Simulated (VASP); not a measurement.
**What goes wrong when Bi2Te3 (Tellurobismuthite) is relaxed with a bad input**

Aim: see how common mistakes in a VASP relaxation show up, on Bi2Te3 (Tellurobismuthite). The starting structure is a measured crystal structure from the Crystallography Open Database. The first relaxation on each setting starts from this cell expanded by 3 % in volume.

Method: Kohn-Sham DFT with plane waves and PAW; PBEsol, in VASP 6.6.1.

### 1. The structure

Symmetry: R-3m, No. 166, trigonal system. The conventional cell has a = 4.386 Å, b = 4.386 Å, c = 30.497 Å, α = 90.00°, β = 90.00°, γ = 120.00°. Bi has 6 Te at 3.07 to 3.25 Å nearest. Nearest to Te lie 3 Bi at 3.07 Å. Nearest to Te lie 6 Bi at 3.25 Å. Farther neighbours and most contacts between anions are not listed.

As a file:

```
Bi Te
1.0
    -4.38600    0.00000    0.00000
     2.19300   -3.79839    0.00000
     2.19300    1.26613   10.16567
Bi Te
2 3
Direct
  0.20000 0.60000 0.80000
  0.80000 0.40000 0.20000
  0.58100 0.79050 0.37150
  0.41900 0.20950 0.62850
  0.00000 0.00000 0.00000
```

### 2. Reference relaxation

This run starts from the cell of an earlier relaxation, which isn't shown; the restart sets up the plane waves anew.

File INCAR:

```
SYSTEM = Bi2Te3
PREC = Accurate
ENCUT = 450
EDIFF = 1E-06
NELM = 100
ISMEAR = 0
SIGMA = 0.03
LREAL = .FALSE.
ALGO = Normal
GGA = PS
NBANDS = 30
LORBIT = 11
LWAVE = .FALSE.
LCHARG = .FALSE.
KPAR = 8
IBRION = 2
NSW = 50
ISIF = 3
EDIFFG = -0.006
```

File POSCAR:

```
Bi2Te3
1.0
   -4.3809084244      0.0000000000      0.0000000000
    2.1904542123     -3.7939779872      0.0000000000
    2.1904542123      1.2646593290     10.0937036490
Bi Te
2 3
Direct
    0.2002110994      0.6001055497      0.8003166491
    0.7997889006      0.3998944503      0.1996833509
    0.5806477081      0.7903238541      0.3709715622
    0.4193522919      0.2096761459      0.6290284378
    0.0000000000      0.0000000000      0.0000000000
```

File KPOINTS:

```
Automatic mesh
0
Gamma
6 6 6
0 0 0
```

The projector-augmented-wave data sets are Bi_d and Te (PBE family, release 64).

Started as:

```console
$ mpirun -np 8 vasp_std
```

What it wrote:

```text
[banner, memory and clock lines left out]
running    8 mpi-ranks, on    1 nodes
 distrk:  each k-point on    1 cores,    8 groups
 distr:  one band on    1 cores,    1 groups

 POSCAR found type information on POSCAR BiTe
 POSCAR found :  2 types and       5 ions
|                                                                             |
|           W    W    AA    RRRRR   N    N  II  N    N   GGGG   !!!           |
|           W    W   A  A   R    R  NN   N  II  NN   N  G    G  !!!           |
|           W    W  A    A  R    R  N N  N  II  N N  N  G       !!!           |
|           W WW W  AAAAAA  RRRRR   N  N N  II  N  N N  G  GGG   !            |
|           WW  WW  A    A  R   R   N   NN  II  N   NN  G    G                |
|           W    W  A    A  R    R  N    N  II  N    N   GGGG   !!!           |
|                                                                             |
|     For optimal performance we recommend to set                             |
|       NCORE = 2 up to number-of-cores-per-socket                            |
|     NCORE specifies how many cores store one orbital (NPAR=cpu/NCORE).      |
|     This setting can greatly improve the performance of VASP for DFT.       |
|     The default, NCORE=1 might be grossly inefficient on modern             |
|     multi-core architectures or massively parallel machines. Do your        |
|     Unfortunately you need to use the default for GW and RPA                |
|     calculations (for HF NCORE is supported but not extensively tested      |
|     yet).                                                                   |
|                                                                             |

|                                                                             |
|               ----> ADVICE to this user running VASP <----                  |
|                                                                             |
|     You enforced a specific xc type in the INCAR file but a different       |
|     [... a line on the potential file left out ...]
|     I HOPE YOU KNOW WHAT YOU ARE DOING!                                     |
|                                                                             |

 LDA part: xc-table for (Slater+PW92), standard interpolation
 POSCAR, INCAR and KPOINTS ok, starting setup
 FFT: planning ... GRIDC
 FFT: planning ... GRID_SOFT
 FFT: planning ... GRID
 WAVECAR not read
 entering main loop
       N       E                     dE             d eps       ncg     rms          rms(c)
DAV:   1     0.415587934986E+03    0.41559E+03   -0.20253E+04  1928   0.140E+03
DAV:   2     0.231181644200E+02   -0.39247E+03   -0.37945E+03  2088   0.374E+02
DAV:   3    -0.187608507920E+02   -0.41879E+02   -0.39971E+02  2478   0.136E+02
DAV:   4    -0.204835893468E+02   -0.17227E+01   -0.17120E+01  2200   0.297E+01
DAV:   5    -0.205624148957E+02   -0.78826E-01   -0.78802E-01  2786   0.630E+00    0.800E+00
DAV:   6    -0.202973086100E+02    0.26511E+00   -0.41018E-01  2350   0.485E+00    0.594E+00
DAV:   7    -0.202975802673E+02   -0.27166E-03   -0.22305E-01  2324   0.220E+00    0.931E-01
DAV:   8    -0.202957684349E+02    0.18118E-02   -0.29488E-02  2136   0.107E+00    0.543E-01
DAV:   9    -0.202952012397E+02    0.56720E-03   -0.33814E-03  2220   0.397E-01    0.352E-01
DAV:  10    -0.202953133469E+02   -0.11211E-03   -0.91872E-04  2064   0.169E-01    0.764E-02
DAV:  11    -0.202953208944E+02   -0.75475E-05   -0.72346E-05  2370   0.580E-02    0.380E-02
DAV:  12    -0.202953233979E+02   -0.25035E-05   -0.21748E-05  2104   0.208E-02    0.247E-02
DAV:  13    -0.202953218771E+02    0.15207E-05   -0.39872E-06  1890   0.102E-02    0.726E-03
DAV:  14    -0.202953220888E+02   -0.21169E-06   -0.71114E-07  1104   0.498E-03
   1 F= -.20295322E+02 E0= -.20295322E+02  d E =-.202953E+02
 curvature:   0.00 expect dE= 0.000E+00 dE for cont linesearch  0.000E+00
 trial: gam= 0.00000 g(F)=  0.105E-05 g(S)=  0.235E-05 ort = 0.000E+00 (trialstep = 0.100E+01)
 search vector abs. value=  0.340E-05
 reached required accuracy - stopping structural energy minimisation
```

The job ended after 16 s (8 MPI ranks of AMD EPYC 9R14 (Zen 4), shared host; peak memory 2.5 GiB).

Lines that name or quote the potential files are left out of all logs, and their timing lines are given in words.

From OUTCAR (step 2):

```text
ion  position               nearest neighbor table
   1  0.200  0.600  0.800-   4 3.06   4 3.06   4 3.06   5 3.23   5 3.23   5 3.23
   2  0.800  0.400  0.200-   3 3.06   3 3.06   3 3.06   5 3.23   5 3.23   5 3.23
   3  0.581  0.790  0.371-   2 3.06   2 3.06   2 3.06   4 3.63   4 3.63   4 3.63
   4  0.419  0.210  0.629-   1 3.06   1 3.06   1 3.06   3 3.63   3 3.63   3 3.63
   5  0.000  0.000  0.000-   2 3.23   1 3.23   2 3.23   1 3.23   1 3.23   2 3.23

  LATTYP: Found a trigonal (rhomboedric) cell.
 ALAT       =    10.4057823458
 COS(alpha) =     0.9113765038

 Subroutine GETGRP returns: Found 12 space group operations
 (whereof 12 operations were pure point group operations)

The static configuration has the point symmetry D_3d.

 Found     32 irreducible k-points:

   k-points           NKPTS =     32   k-points in BZ     NKDIM =     32   number of bands    NBANDS=     30

   dimension x,y,z NGX =    30 NGY =   30 NGZ =   72
   dimension x,y,z NGXF=    60 NGYF=   60 NGZF=  144

   ENCUT  =  450.0 eV  33.07 Ry    5.75 a.u.   7.58  7.58 18.00*2*pi/ulx,y,z

   NELECT =      48.0000    total number of electrons

 k-points in reciprocal lattice and weights: Automatic mesh
   0.00000000  0.00000000  0.00000000       0.005
   0.16666667 -0.00000000  0.00000000       0.028
   0.33333333 -0.00000000 -0.00000000       0.028
   0.50000000  0.00000000  0.00000000       0.014
   0.00000000  0.16666667  0.00000000       0.028
   0.16666667  0.16666667  0.00000000       0.056
   0.33333333  0.16666667  0.00000000       0.056
   0.00000000  0.33333333  0.00000000       0.028
   0.16666667  0.33333333 -0.00000000       0.056
[...]
0.16666667  0.16666667  0.33333333       0.028
   0.00000000  0.00000000  0.50000000       0.005

 average (electrostatic) potential at core
       1-104.8550       2-104.8550       3 -87.9915       4 -87.9915       5 -87.8145

 E-fermi :   6.2795

 k-point     1 :       0.0000    0.0000    0.0000
  band No.  band energies     occupation
    ...
     20       4.4405      2.00000
     21       4.4405      2.00000
     22       5.2907      2.00000
     23       5.2907      2.00000
     24       6.1773      2.00000
     25       6.3818      0.00000
     26       6.7910      0.00000
     27       6.7910      0.00000
     28       8.0942      0.00000
     29       8.2952      0.00000
    ...

 k-point     2 :       0.1667   -0.0000    0.0000
  band No.  band energies     occupation
    ...
     20       4.4843      2.00000
     21       4.6002      2.00000
     22       4.9932      2.00000
     23       5.1702      2.00000
     24       5.6912      2.00000
     25       7.2145      0.00000
     26       7.4616      0.00000
     27       7.4961      0.00000
     28       8.2897      0.00000
     29       8.4399      0.00000
    ...

 k-point     3 :       0.3333   -0.0000   -0.0000
  band No.  band energies     occupation
    ...
     20       3.9123      2.00000
     21       3.9778      2.00000
     22       4.5084      2.00000
     23       4.5584      2.00000
     24       4.7449      2.00000
     25       7.7230      0.00000
     26       8.1384      0.00000
     27       8.6454      0.00000
     28       8.7404      0.00000
     29       8.7767      0.00000
    ...

  Total        0.0086000      0.0086000     -0.0097650     -0.0000000      0.0000000     -0.0000000
  in kB        0.0821295      0.0821295     -0.0932550     -0.0000000      0.0000000     -0.0000000
  external PRESSURE =       0.0236680 kB  Pullay stress =       0.0000000 kB

  energy-cutoff  :      450.00
  volume of cell :      167.77
      direct lattice vectors                 reciprocal lattice vectors
    -4.380908424  0.000000000  0.000000000    -0.228263160 -0.131787797  0.066047775
     2.190454212 -3.793977987  0.000000000     0.000000000 -0.263575594  0.033023887
     2.190454212  1.264659329 10.093703649     0.000000000  0.000000000  0.099071662

 POSITION                                       TOTAL-FORCE (eV/Angst)
 -----------------------------------------------------------------------------------
      2.19045     -1.26466      8.07816        -0.000000      0.000000     -0.000236
     -2.19045     -1.26466      2.01554         0.000000     -0.000000      0.000236
      0.00000     -2.52932      3.74448        -0.000000      0.000000     -0.003292
     -0.00000      0.00000      6.34923         0.000000     -0.000000      0.003292
      0.00000      0.00000      0.00000         0.000000     -0.000000      0.000000
 -----------------------------------------------------------------------------------
    total drift:                                0.000000      0.000000      0.000000

  FREE ENERGIE OF THE ION-ELECTRON SYSTEM (eV)
  ---------------------------------------------------
  free  energy   TOTEN  =       -20.2953220888 eV

  energy  without entropy=      -20.2953220874  energy(sigma->0) =      -20.29532209

 reached required accuracy - stopping structural energy minimisation

 total charge
# of ion       s       p       d       tot
------------------------------------------
    1        1.591   1.142   9.947  12.679
    2        1.591   1.142   9.947  12.679
    3        1.408   1.901   0.026   3.335
    4        1.408   1.901   0.026   3.335
    5        1.388   1.965   0.024   3.376
--------------------------------------------------
tot          7.385   8.051  19.970  35.405

[... 3 further parts left out ...]
```

CONTCAR:

```
Bi2Te3
   1.00000000000000
    -4.3809084244000003    0.0000000000000000    0.0000000000000000
     2.1904542123000001   -3.7939779871999999    0.0000000000000000
     2.1904542123000001    1.2646593290000001   10.0937036490000001
  Bi              Te
     2     3
Direct
     0.2002110994000006    0.6001055496999967    0.8003166490999973
     0.7997889005999994    0.3998944503000033    0.1996833509000027
     0.5806477081000025    0.7903238541000022    0.3709715621999976
     0.4193522918999975    0.2096761458999978    0.6290284378000024
     0.0000000000000000    0.0000000000000000    0.0000000000000000
```

The PAW data sets were made with PBE, which is usual practice but a small mismatch for other functionals. The run keeps the 12 symmetry operations of its start, so it cannot find a distortion of lower symmetry.

The reference relaxation ends at 33.554 Å³ an atom.

### 3. Relaxation with a loose electronic threshold

A slip made on purpose: a loose electronic threshold. Against step 2 the input has EDIFF = 0.01 (also changed: NELM and NSW).

INCAR, as its differences from that of step 2:

```diff
@@ -3,4 +3,4 @@
 ENCUT = 450
-EDIFF = 1E-06
-NELM = 100
+EDIFF = 0.01
+NELM = 60
 ISMEAR = 0
@@ -16,3 +16,3 @@
 IBRION = 2
-NSW = 50
+NSW = 30
 ISIF = 3
```

File POSCAR:

```
Bi2Te3
1.0
   -4.4294285669      0.0000000000      0.0000000000
    2.2147142835     -3.8359976632      0.0000000000
    2.2147142835      1.2786658877     10.2663233779
Bi Te
2 3
Direct
    0.2000000000      0.6000000000      0.8000000000
    0.8000000000      0.4000000000      0.2000000000
    0.5810000000      0.7905000000      0.3715000000
    0.4190000000      0.2095000000      0.6285000000
    0.0000000000      0.0000000000      0.0000000000
```

KPOINTS is that of step 2.

Started as:

```console
$ mpirun -np 8 vasp_std
```

What it wrote:

```text
[banner, memory and clock lines left out]
running    8 mpi-ranks, on    1 nodes
[...]
[... a notice as in an earlier step ...]

 [... a notice as in an earlier step ...]

 LDA part: xc-table for (Slater+PW92), standard interpolation
 POSCAR, INCAR and KPOINTS ok, starting setup
[...]
entering main loop
       N       E                     dE             d eps       ncg     rms          rms(c)
DAV:   1     0.411161516786E+03    0.41116E+03   -0.20119E+04  1928   0.138E+03
DAV:   2     0.234849246141E+02   -0.38768E+03   -0.37491E+03  2064   0.370E+02
DAV:   3    -0.186882443543E+02   -0.42173E+02   -0.40589E+02  2390   0.138E+02
DAV:   4    -0.204642980442E+02   -0.17761E+01   -0.17628E+01  2264   0.304E+01
DAV:   5    -0.205470265481E+02   -0.82729E-01   -0.82682E-01  2636   0.640E+00    0.736E+00
DAV:   6    -0.202510605557E+02    0.29597E+00   -0.45997E-01  2348   0.508E+00    0.555E+00
DAV:   7    -0.202514431159E+02   -0.38256E-03   -0.21442E-01  2388   0.210E+00    0.119E+00
DAV:   8    -0.202514549789E+02   -0.11863E-04   -0.27426E-02  2118   0.974E-01
   1 F= -.20251455E+02 E0= -.20251455E+02  d E =-.202515E+02
[... from here on, the cycles between the ionic steps are left out ...]
   2 F= -.20294448E+02 E0= -.20294448E+02  d E =-.429926E-01
   3 F= -.19733654E+02 E0= -.19733630E+02  d E =0.517801E+00
   5 F= -.20292926E+02 E0= -.20292926E+02  d E =-.414714E-01
   7 F= -.20294662E+02 E0= -.20294662E+02  d E =-.432075E-01
   9 F= -.20283542E+02 E0= -.20283542E+02  d E =0.111209E-01
  11 F= -.20161309E+02 E0= -.20161309E+02  d E =0.122233E+00
  13 F= -.20293123E+02 E0= -.20293123E+02  d E =-.958194E-02
  15 F= -.20294736E+02 E0= -.20294736E+02  d E =-.111942E-01
  17 F= -.20286245E+02 E0= -.20286245E+02  d E =0.849066E-02
  19 F= -.20296169E+02 E0= -.20296169E+02  d E =-.143366E-02
  21 F= -.20294639E+02 E0= -.20294639E+02  d E =0.971084E-04
  23 F= -.20294645E+02 E0= -.20294645E+02  d E =0.907470E-04
  25 F= -.20294649E+02 E0= -.20294649E+02  d E =0.865031E-04
  27 F= -.20295395E+02 E0= -.20295395E+02  d E =-.745858E-03
  29 F= -.20288651E+02 E0= -.20288651E+02  d E =0.674452E-02
  30 F= -.20287109E+02 E0= -.20287109E+02  d E =0.154173E-02
 trial-energy change:    0.001542  1 .order   -0.000124   -0.000229   -0.000018
 step:   0.1372(harm=  0.1372)  dis= 0.00046  next Energy=   -20.288775 (dE=-0.124E-03)
```

It took 2.4 min on 8 MPI ranks; peak memory 3.1 GiB.

From OUTCAR (step 3):

```text
  Total        0.0509392      0.0509392     -0.0376991     -0.0000000      0.0000000     -0.0000000
  in kB        0.4780201      0.4780201     -0.3537727     -0.0000000      0.0000000     -0.0000000
  external PRESSURE =       0.2007558 kB  Pullay stress =       0.0000000 kB

 POSITION                                       TOTAL-FORCE (eV/Angst)
 -----------------------------------------------------------------------------------
      2.20178     -1.27120      8.13565         0.000000     -0.000000      0.003789
     -2.20178     -1.27120      2.03104        -0.000000      0.000000     -0.003789
      0.00000     -2.54239      3.77221        -0.000000      0.000000     -0.119500
      0.00000     -0.00000      6.39448         0.000000     -0.000000      0.119500
     -0.00000     -0.00000      0.00000         0.000000     -0.000000     -0.000000
 -----------------------------------------------------------------------------------
    total drift:                               -0.000000      0.000000     -0.000000

  FREE ENERGIE OF THE ION-ELECTRON SYSTEM (eV)
  ---------------------------------------------------
  free  energy   TOTEN  =       -20.2871088425 eV

  energy  without entropy=      -20.2871088423  energy(sigma->0) =      -20.28710884

[... 1 part as in an earlier step ...]

[... 2 further parts left out ...]
[key lines of the parts left out:]
E-fermi :   6.0542
```

Logs of long relaxations may skip ionic steps without a mark.

The relaxation used up its 30 ionic steps (NSW) before forces and stress met EDIFFG.

### 4. Relaxation with a leftover external pressure of 100 kbar

A slip made on purpose: a leftover external pressure of 100 kbar. Against step 2 the input has PSTRESS = 100 (also changed: NELM).

INCAR, as its differences from that of step 3:

```diff
@@ -3,3 +3,3 @@
 ENCUT = 450
-EDIFF = 0.01
+EDIFF = 1E-06
 NELM = 60
@@ -16,4 +16,5 @@
 IBRION = 2
-NSW = 30
+NSW = 50
 ISIF = 3
 EDIFFG = -0.006
+PSTRESS = 100
```

POSCAR is that of step 3.

KPOINTS is that of step 3.

Started as:

```console
$ mpirun -np 8 vasp_std
```

What it wrote:

```text
[... set-up lines as in an earlier step ...]
 entering main loop
       N       E                     dE             d eps       ncg     rms          rms(c)
[... 7 cycles as in an earlier step ...]
DAV:   8    -0.202514549789E+02   -0.11863E-04   -0.27426E-02  2118   0.974E-01    0.529E-01
DAV:   9    -0.202509742083E+02    0.48077E-03   -0.23873E-03  2250   0.371E-01    0.311E-01
DAV:  10    -0.202511011108E+02   -0.12690E-03   -0.93397E-04  2094   0.166E-01    0.633E-02
DAV:  11    -0.202511130940E+02   -0.11983E-04   -0.54930E-05  2368   0.454E-02    0.356E-02
DAV:  12    -0.202511144446E+02   -0.13506E-05   -0.12200E-05  2074   0.183E-02    0.181E-02
DAV:  13    -0.202511140353E+02    0.40928E-06   -0.30637E-06  1810   0.102E-02
   1 F= -.93635582E+01 E0= -.93635582E+01  d E =-.936356E+01
[... from here on, the cycles between the ionic steps are left out ...]
   2 F= -.79064105E+01 E0= -.79063270E+01  d E =0.145715E+01
   3 F= -.10571363E+02 E0= -.10571361E+02  d E =-.120780E+01
   4 F= -.10575483E+02 E0= -.10575480E+02  d E =-.121192E+01
   5 F= -.10575585E+02 E0= -.10575582E+02  d E =-.121203E+01
   6 F= -.10658468E+02 E0= -.10658468E+02  d E =-.828835E-01
   7 F= -.10680479E+02 E0= -.10680434E+02  d E =-.104895E+00
   8 F= -.10701332E+02 E0= -.10701207E+02  d E =-.208526E-01
   9 F= -.10706234E+02 E0= -.10706124E+02  d E =-.257543E-01
  10 F= -.10716577E+02 E0= -.10716470E+02  d E =-.103436E-01
  11 F= -.10728955E+02 E0= -.10728848E+02  d E =-.227212E-01
  12 F= -.10729220E+02 E0= -.10729113E+02  d E =-.229862E-01
  13 F= -.10729212E+02 E0= -.10729105E+02  d E =-.229782E-01
  14 F= -.10729241E+02 E0= -.10729134E+02  d E =-.293580E-04
  15 F= -.10729286E+02 E0= -.10729179E+02  d E =-.737518E-04
  16 F= -.10729286E+02 E0= -.10729179E+02  d E =-.744247E-04
  17 F= -.10729308E+02 E0= -.10729200E+02  d E =-.211549E-04
  18 F= -.10729318E+02 E0= -.10729211E+02  d E =-.318808E-04
  19 F= -.10729325E+02 E0= -.10729218E+02  d E =-.638800E-05
  20 F= -.10729333E+02 E0= -.10729226E+02  d E =-.143784E-04
[...]
reached required accuracy - stopping structural energy minimisation
```

The job ended after 3.2 min (8 MPI ranks; peak memory 3.2 GiB; 24 min of CPU time).

OUTCAR, selected parts (step 4):

```text
  Total        8.9138053      8.9138053      8.9027739     -0.0000000     -0.0000000      0.0000000
  in kB       99.9989745     99.9989745     99.8752200     -0.0000000     -0.0000000      0.0000000
  external PRESSURE =      -0.0422770 kB  Pullay stress =     100.0000000 kB

 POSITION                                       TOTAL-FORCE (eV/Angst)
 -----------------------------------------------------------------------------------
      2.06526     -1.19238      7.69714        -0.000000      0.000000     -0.002953
     -2.06526     -1.19238      1.96868         0.000000     -0.000000      0.002953
      0.00000     -2.38475      3.73998        -0.000000      0.000000     -0.002388
      0.00000     -0.00000      5.92584         0.000000     -0.000000      0.002388
     -0.00000     -0.00000      0.00000        -0.000000     -0.000000      0.000000
 -----------------------------------------------------------------------------------
    total drift:                                0.000000      0.000000      0.000000

  FREE ENERGIE OF THE ION-ELECTRON SYSTEM (eV)
  ---------------------------------------------------
  free  energy   TOTEN  =       -19.6432293158 eV

  energy  without entropy=      -19.6430150625  energy(sigma->0) =      -19.64312219

[... 2 parts as in an earlier step ...]

[... 2 further parts left out ...]
[key lines of the parts left out:]
E-fermi :   8.5430
```

With a leftover external pressure of 100 kbar the cell ends at 28.563 Å³ an atom, -14.87 % from the reference.

(Part 1 of 2 ends here.)

[Lines on the potential files, build, host, timing and source positions are cut from VASP's logs without a mark.]

[Logs are printed without paths, hosts, clocks, repeated set-up lines and the standing remarks that a program may print on its own settings, such as how far it seeks lower states.]

[Hosts, paths, dates, database ids (printed as entryN), source tags and the programs' standing remarks are cut or masked in the printed files.]
